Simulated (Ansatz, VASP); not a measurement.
# AlN: VASP beside Ansatz

Wanted: the spread between two codes on one cell, functional and k mesh. The cell is taken from a series of runs on this material, whose earlier steps may have relaxed, scaled, displaced or heated it; both programs get it as it stands.

Method: plane waves, with VASP 6.6.1 beside it; zone-centre phonons at PBE, in Ansatz 0.2.0.

## (1) Starting point

Symmetry: P6_3mc, No. 186, hexagonal system. Conventional cell: a = 3.149 Å, b = 3.149 Å, c = 5.054 Å, α = 90.00°, β = 90.00°, γ = 120.00°. Nearest to N lie 4 Al at 1.91 to 1.93 Å. Al has 4 N at 1.91 to 1.93 Å nearest. Farther neighbours and most contacts between anions are not listed.

## (2) Ansatz: zone-centre phonons, PBE, pair 1

Ansatz runs on its PAW soft_1 files.

Second derivatives magnify differences that forces hide, and they need a tight electronic threshold.

File input.yaml:

```yaml
crystal:
  lattice:
    - [3.1492954917, 0.0, 0.0]
    - [-1.5746477458, 2.7273698998, 0.0]
    - [0.0, 0.0, 5.0544078898]
  atoms:
    - { symbol: "N", position: [0.3333333333, 0.6666666667, 0.3806153367] }
    - { symbol: "N", position: [0.6666666667, 0.3333333333, 0.8806153367] }
    - { symbol: Al, position: [0.3333333333, 0.6666666667, -0.0006153367] }
    - { symbol: Al, position: [0.6666666667, 0.3333333333, 0.4993846633] }
kpoints:
  mp_grid: { grid: [9, 9, 6] }
hamiltonian:
  xc: pbe
  pseudopotentials: { kind: paw, azcp: { folder: soft_1 } }
scf:
  occupations: { method: fixed }
output:
  eigenvalues: true
phonons:
  method: dfpt
  dielectric: true
  rigid_motions: translations
```

The run is started by

```
$ ansatz run input.yaml --threads 4 --pin off --max-ram 16384MiB --backend cpu --events-out ev --progress --plain --runs-dir out
```

Numbers of over 12 decimals in the logs are rounded to 6 here.

The program printed:

```text
Engine: ansatz 0.2.0, aarch64-unknown-linux-gnu
Pseudopotentials: kind: paw
Pseudopotential: N, paw, valence charge 5, recommended cutoff 420 eV (normal), soft_1/N.paw.azcp
Pseudopotential: Al, paw, valence charge 3, recommended cutoff 420 eV (normal), soft_1/Al.paw.azcp
Functional definition: PBE
  parameter kappa = 0.804
  parameter beta = 0.066725
  exchange = pbe_x(kappa = kappa, mu = beta*pi^2/3)
  correlation = pbe_c(beta = beta)
Crystal: 4 atoms, lattice volume = 43.414 Å³
Basis set: ecut = 420 eV, 845 PW (Γ), exchange–correlation on 48×48×72 points (8 copies of the dense FFT grid, shifted against one another)
Bands: 12, of which v1, the nominal top of the filled ones, is band 8 counted from 1 (7 counted from 0)
Symmetry: 12 space group operations
k-points: 140 of 486 (irreducible under 2 space group operations, time reversal used)
Non-local potential: N, projectors of the file, l = 0: 2, l = 1: 2, l = 2: 1
Non-local potential: Al, projectors of the file, l = 0: 2, l = 1: 2, l = 2: 1
PAW form: soft (Blöchl's): semilocal exchange-correlation on the pseudo side does not see the compensation charge
PAW one-centre angular grid: N, 110 points (default); XC on 64 Gauss nodes
PAW one-centre angular grid: Al, 110 points (default); XC on 64 Gauss nodes
Initial density: superposition of atomic densities (chi_scale 0.1, normalization cell, long waves kept (reshape's long-wave potential 0.00 eV rms))
Initial wavefunctions: pseudopotential atomic-orbital guess
Functional: x = pbe(κ = 0.804, μ = 0.219515), c = pbe(β = 0.066725)
SCF iter   1: F=—  HF=-1851.243392 eV  |F-HF|=—  |Δ(HF+E_count)|=         —  Δρ=1.32e-1  dr2=9.49e0  ethr=3.10e-3  ⟨swp⟩=4.8  Hψ=8901  notcnv=0  defer=76
preconditioner: auto → none  [insulator: Δε(μ)=5.094 eV  Ē_g=13.920 eV  n_scr=8 (ndim 8)  ℏωp=22.5 eV  f_vac=0.000  ε∞_Penn≈3.6]
SCF iter   2: F=—  HF=-1848.956746 eV  |F-HF|=—  |Δ(HF+E_count)|=    2.29e0  Δρ=7.70e-2  dr2=1.58e0  ethr=3.10e-3  ⟨swp⟩=3.2  Hψ=5147  notcnv=0  defer=276
SCF iter   3: F=—  HF=-1848.520461 eV  |F-HF|=—  |Δ(HF+E_count)|=   4.36e-1  Δρ=2.30e-2  dr2=1.18e-1  ethr=3.10e-3  ⟨swp⟩=2.1  Hψ=4048  notcnv=0  defer=252
SCF iter   4: F=—  HF=-1848.509547 eV  |F-HF|=—  |Δ(HF+E_count)|=   1.09e-2  Δρ=1.46e-3  dr2=4.55e-4  ethr=7.39e-4  ⟨swp⟩=2.0  Hψ=2024  notcnv=0  defer=280
SCF iter   5: F=—  HF=-1848.509389 eV  |F-HF|=—  |Δ(HF+E_count)|=   1.58e-4  Δρ=3.91e-4  dr2=1.67e-5  ethr=2.84e-6  ⟨swp⟩=2.1  Hψ=2737  notcnv=0  defer=280
SCF iter   6: F=—  HF=-1848.509394 eV  |F-HF|=—  |Δ(HF+E_count)|=   4.54e-6  Δρ=2.62e-5  dr2=1.77e-7  ethr=1.04e-7  ⟨swp⟩=2.0  Hψ=2784  notcnv=0  defer=4
SCF iter   7: F=—  HF=-1848.509395 eV  |F-HF|=—  |Δ(HF+E_count)|=   5.36e-7  Δρ=2.87e-6  dr2=2.09e-9  ethr=1.11e-9  ⟨swp⟩=2.4  Hψ=2830  notcnv=0
SCF iter   8: F=—  HF=-1848.509395 eV  |F-HF|=—  |Δ(HF+E_count)|=   2.22e-9  Δρ=7.02e-7  dr2=1.72e-10  ethr=1.00e-12  ⟨swp⟩=7.4  Hψ=10792  notcnv=0
SCF iter   9: F=-1848.509395 eV  HF=-1848.509395 eV  |F-HF|=6.82e-13  |Δ(HF+E_count)|=  4.87e-11  Δρ=7.41e-8  dr2=1.53e-12  ethr=1.00e-12  ⟨swp⟩=5.0  Hψ=6665  notcnv=0
SCF 1 converged in 9 iterations: F = -1848.509395 eV  dr2 = 1.53e-12
  greatest PAW one-centre occupation: 0.787 electrons in one spin orbital (limit 2), on the N atom at site 1 (counted from 0), in its partial waves of l = 0
NSCF: frozen V_eff on 4 k-points
DFPT response loops at Γ: preconditioner auto → none (the input reference at scf.mixing.eps_inf says where Resta's filter doesn't serve); β = 0.50; Broyden in place of MSR1
── the response to a field inside a basis, on 10×10×6 k-points: an SCF that follows is theirs, and a resumed run solves both again ──
Bands: 9, of which v1, the nominal top of the filled ones, is band 8 counted from 1 (7 counted from 0)
k-points: 90 of 600 (irreducible under 4 space group operations, time reversal used)
Initial density: handed on by an earlier stage of this run
Initial wavefunctions: pseudopotential atomic-orbital guess (no wavefunctions were taken with the density)
Eigensolver: Dense (90 Hₖ)
SCF iter   1: F=—  HF=-1848.509399 eV  |F-HF|=—  |Δ(HF+E_count)|=         —  Δρ=2.07e-4  dr2=2.68e-6  ethr=1.00e-1
preconditioner: auto → none  [insulator: Δε(μ)=4.281 eV  Ē_g=10.942 eV  n_scr=8 (ndim 8)  ℏωp=22.5 eV  f_vac=0.000  ε∞_Penn≈5.2]
SCF iter   2: F=—  HF=-1848.509403 eV  |F-HF|=—  |Δ(HF+E_count)|=   4.19e-6  Δρ=9.90e-5  dr2=7.87e-7  ethr=1.68e-8
SCF iter   3: F=—  HF=-1848.509405 eV  |F-HF|=—  |Δ(HF+E_count)|=   1.51e-6  Δρ=3.79e-5  dr2=2.37e-7  ethr=4.92e-9
SCF iter   4: F=-1848.509405 eV  HF=-1848.509405 eV  |F-HF|=1.99e-9  |Δ(HF+E_count)|=   9.31e-8  Δρ=3.38e-6  dr2=1.33e-9  ethr=1.48e-9
SCF 1 converged in 4 iterations: F = -1848.509405 eV  dr2 = 1.33e-9
DFPT response loops at Γ: mixed as the last ones told, above
SCF converged after 9 iterations
Free energy (F): -1848.509395 eV
Harris-Foulkes:  -1848.509395 eV  (|F-HF|=6.82e-13)
Internal energy: -1848.509395 eV  (E = F + TS)
E sigma→0 (E₀):  -1848.509395 eV
Fermi energy:    6.726898 eV
--- Per-component energies (eV) ---
  E_band       = 25.160090
  E_kinetic    = 310.177762
  E_local      = -427.983393  (includes V_loc(G=0)·N_el)
  E_nonlocal   = 88.524438
  E_hartree    = 157.452740
  E_xc         = -197.177604
  E_vxc        = -212.781192  (∫ρ·V_xc dr)
  E_paw        = -1195.236240  (= ΣΔE_a)
  E_vpaw       = -47.684790  (= ΣTr[D̂ρ^β])
  E_aug_tail   = 0.001807  (compensation charges beyond the density's cutoff)
  E_ewald      = -584.268904
  E_smearing   = -0.000000  (= −TS)
  E_closure    = -0.000000  (closes the sum)
  Σ components = -1848.509395   (vs F -1848.509395, Δ=0.00e0)
--- Band table (eV; the first three rows and the last of 140) ---
  k-point 0: bands = [... 4 lower, 5.9087, 6.5398, 6.5398, 6.7269, 10.6015, 13.0919, 17.0282, 17.6376]
  k-point 1: bands = [... 4 lower, 5.9488, 6.1229, 6.4954, 6.4954, 11.1085, 13.1549, 16.8570, 17.6102]
  k-point 2: bands = [... 4 lower, 6.0596, 6.0596, 6.3752, 6.3752, 12.0701, 13.2066, 16.5843, 17.5515]
  k-point 139: bands = [... 4 lower, 4.2793, 4.2793, 5.6713, 5.6713, 13.1463, 13.1463, 15.8359, 15.8359]
--- Phonons (Γ-DFPT): 4 representative perturbations + reference, on 140 of 486 k-points (Σ response iterations 12) ---
  k mesh reduced under 2 symmetry operations, with k and −k counted as one. Each operation leaves every solved perturbation unchanged. A smaller set is not considered because the run solves the response to a homogeneous field
  ASR residual: 6.027e-4 → 0.000e0 eV/Å²; symmetrization residual: 2.756e-4 eV/Å²
  ASR residual per site (eV/Å²): 2.51e-4 2.51e-4 6.03e-4 6.03e-4
  Γ frequencies (cm⁻¹): 0.00 0.00 0.00 236.60 236.60 525.20 577.64 615.15 615.15 629.84 629.84 690.16
  ε∞ (high-frequency dielectric tensor):
        4.516846    -0.000000    -0.000000
       -0.000000     4.516846     0.000000
       -0.000000     0.000000     4.738811
  ε⁰ (static dielectric tensor: ions relaxed, cell fixed):
        8.483475    -0.000000     0.000000
       -0.000000     8.483475     0.000000
        0.000000     0.000000    10.060177
  ε⁰ − ε∞ (ionic part):
        3.966629    -0.000000     0.000000
       -0.000000     3.966629     0.000000
        0.000000     0.000000     5.321366
  softest optical mode at Γ: 236.60 cm⁻¹; the repairs (sum rule, projections) moved no ω² at Γ by more than (8.38 cm⁻¹)²
  Born effective charges Z* (e; rows j = field, columns β = displacement):
    site 0:
        -2.52989    0.00000   -0.00000
         0.00000   -2.52989    0.00000
         0.00000   -0.00000   -2.68738
    site 1:
        -2.52989    0.00000    0.00000
         0.00000   -2.52989   -0.00000
        -0.00000    0.00000   -2.68738
    site 2:
         2.52989   -0.00000    0.00000
        -0.00000    2.52989   -0.00000
         0.00000    0.00000    2.68738
    site 3:
         2.52989   -0.00000   -0.00000
        -0.00000    2.52989   -0.00000
         0.00000    0.00000    2.68738
  Z* charge neutrality: 1.374e-3 e pre-enforcement
  solved inside a basis spanned on kpoints, on 10×10×6 k-points, its susceptibility summed on 14×14×8: ε∞ is read to err by 1.4e-2, Z* by 1.0e-2 e (field_mesh: kpoints solves on kpoints); Z* is corrected for what the basis lacks
  optical modes at Γ without the LO–TO term, one row a degenerate level:
      ω (cm⁻¹)  modes    IR ((D/Å)²/amu)
        236.60      2             0.0000
        525.20      1             0.0000
        577.64      1            36.1410
[...]
optical modes at Γ + LO–TO along q̂ = [1.0000, 0.0000, 0.0000]:
      ω (cm⁻¹)  modes    IR ((D/Å)²/amu)
[...]
optical modes at Γ + LO–TO along q̂ = [0.0000, 1.0000, 0.0000]:
      ω (cm⁻¹)  modes    IR ((D/Å)²/amu)
[...]
690.16      1             0.0000
        863.17      1            32.0292
  optical modes at Γ + LO–TO along q̂ = [0.0000, 0.0000, 1.0000]:
      ω (cm⁻¹)  modes    IR ((D/Å)²/amu)
        236.60      2             0.0000
        525.20      1             0.0000
        615.15      2             0.0000
        629.84      2            64.0583
        690.16      1             0.0000
        841.63      1            36.1410
```

[end of part 1 of 4]

[Lines on the potential files, build, host, timing and source positions are cut from VASP's logs without a mark.]

[Logs are printed without paths, hosts, clocks, repeated set-up lines and the standing remarks that a program may print on its own settings, such as how far it seeks lower states.]

[Hosts, paths, dates, database ids (printed as entryN), source tags and the programs' standing remarks are cut or masked in the printed files.]
